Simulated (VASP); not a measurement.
Here is the system:

```
Ge
1.0
    0.00000     2.87431     2.87431
    2.87431     0.00000     2.87431
    2.87431     2.87431     0.00000
Ge
2
Cartesian
  0.00000   0.00000   0.00000
  1.43716   1.43716   1.43716
```

These are PBE GGA, VASP's PBE PAW potentials (set 64) (plane waves; VASP) values and carry that method's errors. Run with 400 eV cut-off, 10×10×10 Γ-centred mesh, first-order Methfessel-Paxton smearing of 0.10 eV, potentials Ge_d.

Question: Predict the energy per atom (σ→0), band gap (on the k-mesh) with the smallest direct gap where there is one.

Answer: 
| Quantity | Result |
|---|---|
| band gap (on the k-mesh) | none (metal, semimetal or under 0.01 eV) |
| energy per atom (σ→0) | -4.517 eV/atom |

Only differences to runs with the same potentials and settings are physical.

The compound is Ge in the diamond structure. It was relaxed first. The start is the result of an earlier pass.
